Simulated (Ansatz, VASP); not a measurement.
# Sn in two plane-wave programs

Aim: how closely do two programs agree when they are given the same cell, functional and k mesh? The cell is taken from a series of runs on this material, whose earlier steps may have relaxed, scaled, displaced or heated it; both programs get it as it stands.

Main program and level: Ansatz 0.2.0; plane waves, with VASP 6.6.1 beside it; zone-centre phonons at PBEsol.

## (1) Starting point

Symmetry: I4_1/amd, No. 141, tetragonal system. Conventional cell: a = 4.641 Å, b = 4.641 Å, c = 6.475 Å, α = 90.00°, β = 90.00°, γ = 90.00°. Nearest to Sn lie 4 Sn at 2.83 Å.

As a file:

```cif
data_structure
_symmetry_space_group_name_H-M 'P 1'
_symmetry_Int_Tables_number 1
_cell_length_a 4.6098
_cell_length_b 4.6098
_cell_length_c 4.6408
_cell_angle_alpha 59.778
_cell_angle_beta 59.778
_cell_angle_gamma 60.445
_cell_volume 69.73
loop_
_atom_site_label
_atom_site_type_symbol
_atom_site_fract_x
_atom_site_fract_y
_atom_site_fract_z
_atom_site_occupancy
Sn1 Sn 0.50000 0.50000 0.50000 1
Sn2 Sn 0.75000 0.75000 0.75000 1
```

## (2) VASP: zone-centre phonons, PBEsol

Second derivatives magnify differences that forces hide, and they need a tight electronic threshold.

Lines of VASP's logs that name or quote its potential files are left out, and so is its time.

INCAR

```
SYSTEM = Sn
PREC = Accurate
ENCUT = 500
EDIFF = 1E-08
NELM = 120
ISMEAR = 1
SIGMA = 0.2
LREAL = .FALSE.
ALGO = Normal
GGA = PS
NBANDS = 20
LORBIT = 11
LWAVE = .FALSE.
LCHARG = .FALSE.
ISIF = 2
IBRION = 8
LASPH = .TRUE.
GGA_COMPAT = .FALSE.
KPAR = 2
```

POSCAR

```
Sn
1.0
    0.0000000000      3.2815136712      3.2375844186
    3.2815136712      0.0000000000      3.2375844186
    3.2815136712      3.2815136712      0.0000000000
Sn
2
Direct
    0.5000000000      0.5000000000      0.5000000000
    0.7500000000      0.7500000000      0.7500000000
```

KPOINTS

```
Automatic mesh
0
Gamma
12 12 12
0 0 0
```

PAW data sets: Sn_d (PBE family, release 64).

On the command line:

```sh
mpirun -np 2 vasp_std
```

Numbers of over 12 decimals in the logs are rounded to 6 here.

Output:

```text
[banner, memory and clock lines left out]
running    2 mpi-ranks, on    1 nodes
 distrk:  each k-point on    1 cores,    2 groups
 distr:  one band on    1 cores,    1 groups

 POSCAR found type information on POSCAR Sn
 POSCAR found :  1 types and       2 ions
|                                                                             |
|               ----> ADVICE to this user running VASP <----                  |
|                                                                             |
|     You enforced a specific xc type in the INCAR file but a different       |
|     [... a line on the potential file left out ...]
|     I HOPE YOU KNOW WHAT YOU ARE DOING!                                     |
|                                                                             |

 LDA part: xc-table for (Slater+PW92), standard interpolation
 POSCAR, INCAR and KPOINTS ok, starting setup
 FFT: planning ... GRIDC
 FFT: planning ... GRID_SOFT
 FFT: planning ... GRID
 WAVECAR not read
 entering main loop
       N       E                     dE             d eps       ncg     rms          rms(c)
DAV:   1     0.219578605439E+03    0.21958E+03   -0.14730E+04  6564   0.198E+03
DAV:   2     0.144363038014E+02   -0.20514E+03   -0.20134E+03  6544   0.437E+02
DAV:   3    -0.782484250080E+01   -0.22261E+02   -0.22135E+02  7480   0.141E+02
DAV:   4    -0.853863130837E+01   -0.71379E+00   -0.71342E+00  7356   0.286E+01
DAV:   5    -0.856379450767E+01   -0.25163E-01   -0.25163E-01  9144   0.519E+00    0.318E+00
DAV:   6    -0.849583549008E+01    0.67959E-01   -0.43559E-02  8780   0.279E+00    0.180E+00
DAV:   7    -0.846326749362E+01    0.32568E-01   -0.52077E-02  7428   0.259E+00    0.164E-01
DAV:   8    -0.846418960560E+01   -0.92211E-03   -0.68932E-03  7172   0.100E+00    0.546E-02
DAV:   9    -0.846446209961E+01   -0.27249E-03   -0.36493E-04  7648   0.134E-01    0.102E-02
DAV:  10    -0.846446829302E+01   -0.61934E-05   -0.17944E-05  8396   0.417E-02    0.545E-03
DAV:  11    -0.846446986607E+01   -0.15730E-05   -0.29723E-06  7456   0.996E-03    0.533E-04
DAV:  12    -0.846446983799E+01    0.28079E-07   -0.85839E-08  6916   0.214E-03    0.331E-04
DAV:  13    -0.846446982230E+01    0.15693E-07   -0.12862E-08  5812   0.112E-03    0.209E-04
DAV:  14    -0.846446981925E+01    0.30477E-08   -0.24966E-09  4096   0.779E-04
   1 F= -.84644698E+01 E0= -.84643148E+01  d E =-.465193E-03
 Linear response reoptimize wavefunctions to high precision
DAV:   1    -0.846446982106E+01   -0.18122E-08   -0.58869E-10  4336   0.283E-04
DAV:   2    -0.846446982106E+01   -0.22737E-11   -0.24448E-10  3772   0.188E-04
 Linear response DOF=           2
 Linear response progress:
  Degree of freedom:   1/  2
       N       E                     dE             d eps       ncg     rms          rms(c)
RMM:   1    -0.214221591124E+00   -0.21422E+00    0.54599E-01 23888   0.998E+00
RMM:   2    -0.220890666548E+00   -0.66691E-02   -0.19771E-02 33365   0.116E+00    0.697E-02
RMM:   3    -0.221059484612E+00   -0.16882E-03   -0.16173E-03 35193   0.323E-01    0.324E-02
RMM:   4    -0.220968870961E+00    0.90614E-04   -0.11546E-04 34940   0.974E-02    0.114E-02
RMM:   5    -0.220959027920E+00    0.98430E-05   -0.18758E-05 35606   0.329E-02    0.383E-03
RMM:   6    -0.220958162166E+00    0.86575E-06   -0.14818E-06 35278   0.957E-03    0.186E-03
RMM:   7    -0.220955653684E+00    0.25085E-05   -0.10058E-06 35132   0.349E-03    0.283E-04
RMM:   8    -0.220953309471E+00    0.23442E-05   -0.20502E-07 36473   0.125E-03    0.227E-04
RMM:   9    -0.220951220223E+00    0.20892E-05   -0.40864E-08 35763   0.534E-04    0.548E-05
RMM:  10    -0.220951708699E+00   -0.48848E-06   -0.91172E-08 38103   0.233E-04    0.323E-05
RMM:  11    -0.220951672509E+00    0.36189E-07   -0.36432E-08 36531   0.128E-04    0.644E-06
RMM:  12    -0.220951651850E+00    0.20659E-07   -0.13067E-08 39298   0.771E-05    0.582E-06
RMM:  13    -0.220951636485E+00    0.15365E-07    0.20369E-08 38069   0.553E-05    0.297E-06
RMM:  14    -0.220951619276E+00    0.17209E-07    0.22088E-08 39548   0.450E-05    0.150E-06
RMM:  15    -0.220951601377E+00    0.17899E-07    0.23343E-08 37712   0.401E-05    0.209E-07
RMM:  16    -0.220951600472E+00    0.90559E-09    0.20286E-08 27457   0.371E-05    0.347E-07
 first order change of Fermi-energy   0.13500E-04
 force on displaced ion       1 direction 1 :  -7.117  -0.000  -0.000
 Linear response progress:
  Degree of freedom:   2/  2
       N       E                     dE             d eps       ncg     rms          rms(c)
RMM:   1    -0.214103835090E+00   -0.21410E+00    0.55951E-01 14038   0.100E+01
RMM:   2    -0.220745497411E+00   -0.66417E-02   -0.19734E-02 19624   0.116E+00    0.692E-02
RMM:   3    -0.220913184596E+00   -0.16769E-03   -0.16278E-03 20697   0.323E-01    0.321E-02
RMM:   4    -0.220819258456E+00    0.93926E-04   -0.11318E-04 20555   0.973E-02    0.114E-02
RMM:   5    -0.220808419972E+00    0.10838E-04   -0.16147E-05 20954   0.329E-02    0.384E-03
RMM:   6    -0.220807919766E+00    0.50021E-06   -0.12035E-06 20728   0.954E-03    0.189E-03
RMM:   7    -0.220805425399E+00    0.24944E-05   -0.90757E-08 20641   0.345E-03    0.293E-04
RMM:   8    -0.220803189625E+00    0.22358E-05    0.78679E-08 21430   0.123E-03    0.236E-04
RMM:   9    -0.220801087428E+00    0.21022E-05    0.57681E-08 20952   0.522E-04    0.575E-05
RMM:  10    -0.220801541848E+00   -0.45442E-06    0.14645E-08 22281   0.222E-04    0.316E-05
RMM:  11    -0.220801535435E+00    0.64126E-08    0.11060E-07 21426   0.119E-04    0.551E-06
RMM:  12    -0.220801530264E+00    0.51709E-08    0.57982E-08 22926   0.706E-05    0.546E-06
 first order change of Fermi-energy   0.29209E-03
 force on displaced ion       1 direction 3 :   0.000   0.000  -7.077
 Linear response finished
```

From OUTCAR (step 2):

```text
ion  position               nearest neighbor table
   1  0.500  0.500  0.500-   2 2.83   2 2.83   2 2.83   2 2.83
   2  0.750  0.750  0.750-   1 2.83   1 2.83   1 2.83   1 2.83

  LATTYP: Found a body centered tetragonal cell.
 ALAT       =     4.6407611389
 C/A-ratio  =     1.3952816453

 Subroutine GETGRP returns: Found 16 space group operations
 (whereof  8 operations were pure point group operations)

The static configuration has the point symmetry D_2d.
 The point group associated with its full space group is D_4h.

 Found    163 irreducible k-points:

   k-points           NKPTS =    163   k-points in BZ     NKDIM =    163   number of bands    NBANDS=     20

   dimension x,y,z NGX =    36 NGY =   36 NGZ =   36
   dimension x,y,z NGXF=    72 NGYF=   72 NGZF=   72

   ENCUT  =  500.0 eV  36.75 Ry    6.06 a.u.   8.40  8.40  8.46*2*pi/ulx,y,z

   NELECT =      28.0000    total number of electrons

 k-points in reciprocal lattice and weights: Automatic mesh
   0.00000000  0.00000000  0.00000000       0.001
   0.08333333  0.00000000  0.00000000       0.005
   0.16666667  0.00000000  0.00000000       0.005
   0.25000000  0.00000000  0.00000000       0.005
   0.33333333  0.00000000  0.00000000       0.005
   0.41666667  0.00000000  0.00000000       0.005
   0.50000000  0.00000000  0.00000000       0.002
   0.08333333  0.08333333  0.00000000       0.001
   0.16666667  0.08333333  0.00000000       0.005
[...]
-0.33333333  0.16666667  0.50000000       0.002
  -0.25000000  0.25000000  0.50000000       0.001

 average (electrostatic) potential at core
       1-101.5061       2-101.5061

  Total       -0.0300828     -0.0300828      0.1420126      0.0000000      0.0000000      0.0000000
  in kB       -0.6912409     -0.6912409      3.2631565      0.0000000      0.0000000      0.0000000
  external PRESSURE =       0.6268915 kB  Pullay stress =       0.0000000 kB

  energy-cutoff  :      500.00
  volume of cell :       69.73
      direct lattice vectors                 reciprocal lattice vectors
     0.000000000  3.281513671  3.237584419    -0.152368708  0.152368708  0.154436127
     3.281513671  0.000000000  3.237584419     0.152368708 -0.152368708  0.154436127
     3.281513671  3.281513671  0.000000000     0.152368708  0.152368708 -0.154436127

 POSITION                                       TOTAL-FORCE (eV/Angst)
 -----------------------------------------------------------------------------------
      3.28151      3.28151      3.23758        -0.000000     -0.000000     -0.000000
      4.92227      4.92227      4.85638         0.000000      0.000000      0.000000
 -----------------------------------------------------------------------------------
    total drift:                                0.000000      0.000000      0.000000

 Eigenvectors and eigenvalues of the dynamical matrix
 ----------------------------------------------------

   1 f  =    5.413445 THz    34.013678 2PiTHz  180.573087 cm-1    22.388199 meV
             X         Y         Z           dx          dy          dz
      3.281514  3.281514  3.237584     0.697121   -0.118417    0.000000
      4.922271  4.922271  4.856377    -0.697121    0.118417    0.000000

   2 f  =    5.413445 THz    34.013678 2PiTHz  180.573087 cm-1    22.388199 meV
             X         Y         Z           dx          dy          dz
      3.281514  3.281514  3.237584    -0.118417   -0.697121    0.000000
      4.922271  4.922271  4.856377     0.118417    0.697121    0.000000

   3 f  =    5.398112 THz    33.917336 2PiTHz  180.061625 cm-1    22.324786 meV
             X         Y         Z           dx          dy          dz
      3.281514  3.281514  3.237584     0.000000    0.000000   -0.707107
      4.922271  4.922271  4.856377     0.000000    0.000000    0.707107

   4 f  =    0.000000 THz     0.000000 2PiTHz    0.000000 cm-1     0.000000 meV
             X         Y         Z           dx          dy          dz
      3.281514  3.281514  3.237584     0.000000    0.000000    0.707107
      4.922271  4.922271  4.856377     0.000000    0.000000    0.707107

   5 f/i=    0.000000 THz     0.000000 2PiTHz    0.000002 cm-1     0.000000 meV
             X         Y         Z           dx          dy          dz
      3.281514  3.281514  3.237584    -0.653281   -0.270598    0.000000
      4.922271  4.922271  4.856377    -0.653281   -0.270598    0.000000

   6 f/i=    0.000000 THz     0.000001 2PiTHz    0.000003 cm-1     0.000000 meV
             X         Y         Z           dx          dy          dz
      3.281514  3.281514  3.237584    -0.270598    0.653281    0.000000
      4.922271  4.922271  4.856377    -0.270598    0.653281    0.000000

 ELASTIC MODULI CONTR FROM IONIC RELAXATION (kBar)
 Direction    XX          YY          ZZ          XY          YZ          ZX
 --------------------------------------------------------------------------------
 XX           0.0000      0.0000      0.0000      0.0000      0.0000      0.0000
 YY           0.0000      0.0000      0.0000      0.0000      0.0000      0.0000
 ZZ           0.0000      0.0000      0.0000      0.0000      0.0000      0.0000
 XY           0.0000      0.0000      0.0000   -215.6414      0.0000      0.0000
 YZ           0.0000      0.0000      0.0000      0.0000   -223.9288      0.0000
 ZX           0.0000      0.0000      0.0000      0.0000      0.0000   -193.9881
 --------------------------------------------------------------------------------
```

## (3) Ansatz: zone-centre phonons, PBEsol

Ansatz runs on its PAW soft_1 files.

The same cell, functional, mesh and smearing now go to Ansatz, which takes its cutoff from its data sets.

input.yaml

```yaml
crystal:
  lattice:
    - [0.0, 3.2815136712, 3.2375844186]
    - [3.2815136712, 0.0, 3.2375844186]
    - [3.2815136712, 3.2815136712, 0.0]
  atoms:
    - { symbol: Sn, position: [0.5, 0.5, 0.5] }
    - { symbol: Sn, position: [0.75, 0.75, 0.75] }
kpoints:
  mp_grid: { grid: [12, 12, 12] }
hamiltonian:
  xc: pbesol
  pseudopotentials: { kind: paw, azcp: { folder: soft_1 }, xc_functional: pbe }
scf:
  occupations: { method: methfessel_paxton, width: 0.2 }
output:
  eigenvalues: true
phonons:
  method: dfpt
```

On the command line:

```sh
ansatz run input.yaml --threads 4 --pin off --max-ram 10240MiB --backend cpu --events-out ev --progress --plain --runs-dir out
```

Output:

```text
zone centre: on kpoints.mp_grid the ground state, and the responses unless they are solved on pairs of k-points, stand on 280 of the mesh's 1728 k-points, reduced under 4 symmetry operations, with k and −k counted as one. Each operation leaves every solved displacement unchanged or reverses it
Engine: ansatz 0.2.0, x86_64-unknown-linux-gnu
Pseudopotentials: kind: paw
Pseudopotential: Sn, paw, valence charge 14, recommended cutoff 420 eV (normal), soft_1/Sn.paw.azcp
Functional definition: PBEsol
  exchange = pbesol_x
  correlation = pbesol_c
Crystal: 2 atoms, lattice volume = 69.727 Å³
Basis set: ecut = 420 eV, 1379 PW (Γ), exchange–correlation on 64×64×64 points (8 copies of the dense FFT grid, shifted against one another)
Bands: 18, of which v1, the nominal top of the filled ones, is band 14 counted from 1 (13 counted from 0)
Symmetry: 16 space group operations
k-points: 280 of 1728 (irreducible under 4 space group operations, time reversal used)
Non-local potential: Sn, projectors of the file, l = 0: 2, l = 1: 2, l = 2: 2, l = 3: 1
PAW form: soft (Blöchl's): semilocal exchange-correlation on the pseudo side does not see the compensation charge
PAW frozen core: Sn, regenerated for the run's functional, and the local potential with it (the file was generated under x = pbe(κ = 0.804, μ = 0.219515), c = pbe(β = 0.066725))
PAW one-centre angular grid: Sn, 590 points (default); XC on 64 Gauss nodes
Initial density: superposition of atomic densities (chi_scale 0.1, normalization cell)
Initial wavefunctions: pseudopotential atomic-orbital guess
Functional: x = pbesol(κ = 0.804, μ = 0.123457), c = pbesol(β = 0.046)
SCF iter   1: F=—  HF=-11899.714753 eV  |F-HF|=—  |Δ(HF+E_count)|=         —  Δρ=2.13e-2  dr2=3.32e-1  ethr=3.10e-3  ⟨swp⟩=5.6  Hψ=26739  notcnv=0
preconditioner: auto → Kerker (q_TF=auto, 2.343 Å⁻¹)  [metal: Δε(μ)=0.033 eV  Ē_g=19.876 eV  σ=0.200 eV  W_gap=0.14  n_scr=14 (ndim 8)  ℏωp=23.5 eV  f_vac=0.007  D(μ)=0.18/eV (n_scr^D=0)]
SCF iter   2: F=—  HF=-11899.674267 eV  |F-HF|=—  |Δ(HF+E_count)|=   4.05e-2  S|Δr|=    0.00e0  Δρ=1.39e-2  dr2=1.59e-1  ethr=1.19e-3  ⟨swp⟩=1.0  Hψ=7282  notcnv=0
SCF iter   3: F=—  HF=-11899.643549 eV  |F-HF|=—  |Δ(HF+E_count)|=   3.07e-2  S|Δr|=    0.00e0  Δρ=2.57e-3  dr2=1.30e-2  ethr=5.68e-4  ⟨swp⟩=1.0  Hψ=5040  notcnv=0
SCF iter   4: F=—  HF=-11899.644154 eV  |F-HF|=—  |Δ(HF+E_count)|=   6.04e-4  S|Δr|=    0.00e0  Δρ=1.41e-3  dr2=2.75e-3  ethr=4.63e-5  ⟨swp⟩=2.0  Hψ=6067  notcnv=0
SCF iter   5: F=—  HF=-11899.645316 eV  |F-HF|=—  |Δ(HF+E_count)|=   1.16e-3  S|Δr|=    0.00e0  Δρ=2.86e-4  dr2=7.42e-5  ethr=9.81e-6  ⟨swp⟩=2.0  Hψ=6175  notcnv=0
SCF iter   6: F=—  HF=-11899.645395 eV  |F-HF|=—  |Δ(HF+E_count)|=   7.91e-5  S|Δr|=    0.00e0  Δρ=5.49e-5  dr2=1.45e-6  ethr=2.65e-7  ⟨swp⟩=2.2  Hψ=6811  notcnv=0
SCF iter   7: F=—  HF=-11899.645403 eV  |F-HF|=—  |Δ(HF+E_count)|=   7.11e-6  S|Δr|=    0.00e0  Δρ=8.77e-6  dr2=3.53e-8  ethr=5.18e-9  ⟨swp⟩=2.0  Hψ=6175  notcnv=0
SCF iter   8: F=—  HF=-11899.645403 eV  |F-HF|=—  |Δ(HF+E_count)|=   1.52e-7  S|Δr|=    0.00e0  Δρ=1.44e-6  dr2=1.47e-9  ethr=1.26e-10  ⟨swp⟩=2.3  Hψ=7096  notcnv=0
SCF iter   9: F=—  HF=-11899.645403 eV  |F-HF|=—  |Δ(HF+E_count)|=   4.23e-9  S|Δr|=    0.00e0  Δρ=2.86e-7  dr2=4.52e-11  ethr=5.25e-12  ⟨swp⟩=2.5  Hψ=7039  notcnv=0
SCF iter  10: F=-11899.645403 eV  HF=-11899.645403 eV  |F-HF|=0.00e0  |Δ(HF+E_count)|=  8.73e-11  S|Δr|=    0.00e0  Δρ=6.04e-8  dr2=2.17e-12  ethr=1.00e-12  ⟨swp⟩=6.6  Hψ=22242  notcnv=0
SCF 1 converged in 10 iterations: F = -11899.645403 eV  dr2 = 2.17e-12
  greatest PAW one-centre occupation: 0.991 electrons in one spin orbital (limit 2), on the Sn atom at site 1 (counted from 0), in its partial waves of l = 2
DFPT response loops at Γ: preconditioner auto → Kerker (q_TF=auto, 2.343 Å⁻¹) (partly filled bands, converged f_vac=0.086); β = 1.00, the filter's whole step (`scf.mixing.beta` (0.50) is not read by the response loops under this deck's `scf.mixing.preconditioner`; to damp them name `kerker` or `kerker_dos`, under which they read `scf.mixing.beta`, and type it under 1.00, their step now; both keys bind the ground state too); Broyden in place of MSR1
SCF converged after 10 iterations
Stability not checked: this state was not tested for a lower state beside it, because cold or Methfessel-Paxton smearing, or corrected tetrahedra, fill the levels in a way that the test cannot read (fill_not_monotonic; see scf.lower_state_search)
Free energy (F): -11899.645403 eV
Harris-Foulkes:  -11899.645403 eV  (|F-HF|=0.00e0)
Internal energy: -11899.644939 eV  (E = F + TS)
E sigma→0 (E₀):  -11899.645287 eV
Entropy (-TS):   -0.000464 eV (-0.232 meV/atom)
Fermi energy:    7.455795 eV
--- Per-component energies (eV) ---
  E_band       = -255.869467
  E_kinetic    = 336.832610
  E_local      = -2646.934131  (includes V_loc(G=0)·N_el)
  E_nonlocal   = 293.820005
  E_hartree    = 1284.654699
  E_xc         = -248.946647
  E_vxc        = -160.285354  (∫ρ·V_xc dr)
  E_paw        = -8592.636025  (= ΣΔE_a)
  E_vpaw       = -648.612630  (= ΣTr[D̂ρ^β])
  E_aug_tail   = 0.000578  (compensation charges beyond the density's cutoff)
  E_ewald      = -2327.005706
  E_core_change = 0.569679  (= ΣΔE_core)
  E_smearing   = -0.000464  (= −TS)
  E_closure    = 0.000000  (closes the sum)
  Σ components = -11899.645403   (vs F -11899.645403, Δ=0.00e0)
--- Band table (eV; the first three rows and the last of 280) ---
  k-point 0: bands = [... 10 lower, -3.0236, 6.6360, 7.5304, 7.5304, 7.6174, 9.5831, 9.6372, 9.6372]
  k-point 1: bands = [... 10 lower, -2.9576, 5.8341, 7.3921, 7.4508, 7.9204, 9.7694, 9.8120, 9.8985]
  k-point 2: bands = [... 10 lower, -2.7622, 4.6227, 7.0948, 7.1610, 7.9391, 10.1578, 10.1811, 10.7328]
  k-point 279: bands = [... 10 lower, 0.0384, 0.0384, 5.0210, 5.0210, 8.1984, 8.1984, 15.0596, 15.0596]
--- Phonons (Γ-DFPT): 2 representative perturbations + reference, on 280 of 1728 k-points (Σ response iterations 6) ---
  k mesh reduced under 4 symmetry operations, with k and −k counted as one. Each operation leaves every solved displacement unchanged or reverses it
  ASR residual: 2.180e-5 → 0.000e0 eV/Å²; symmetrization residual: 1.450e-12 eV/Å²
  ASR residual per site (eV/Å²): 2.18e-5 2.18e-5
  Γ frequencies (cm⁻¹): 0.00 0.00 0.00 179.98 180.63 180.63
  non-analytic LO–TO correction: not included (Born effective charges unavailable; polar crystals: no LO–TO splitting at Γ)
```

The column dr2 measures how far the density is from self-consistency, as an energy; F and HF (Harris–Foulkes) agree once it is small.

## (4) Differences

Known differences besides the potentials themselves: the cutoff is 420 eV in Ansatz and 500 eV in VASP; Ansatz makes its cores anew for this functional, VASP keeps those of its PBE data sets. Total energies have different zeros and are not compared.

The two programs side by side:

```csv
quantity,Ansatz,VASP,difference
optical mode 1 (cm⁻¹),180.0,180.1,-0.05 %
optical mode 2 to 3 (cm⁻¹),180.6,180.6,+0.03 %
```

Modes are paired by rising frequency, not by their patterns, so a pair may set unlike modes beside each other; they are those without the splitting of longitudinal modes.

## (5) Summary of results

```json
{
 "r.m.s. difference of the optical zone-centre modes, each program's sorted by frequency (zone-centre phonons, PBEsol)": "0.066 cm⁻¹"
}
```

**Reading.** The r.m.s. difference of the optical zone-centre modes, each program's sorted by frequency is 0.066 cm⁻¹ (zone-centre phonons, PBEsol). How closely two codes agree says nothing of how well the functional describes the real material.

[Lines on the potential files, build, host, timing and source positions are cut from VASP's logs without a mark.]

[Logs are printed without paths, hosts, clocks, repeated set-up lines and the standing remarks that a program may print on its own settings, such as how far it seeks lower states.]

[Hosts, paths, dates, database ids (printed as entryN), source tags and the programs' standing remarks are cut or masked in the printed files.]
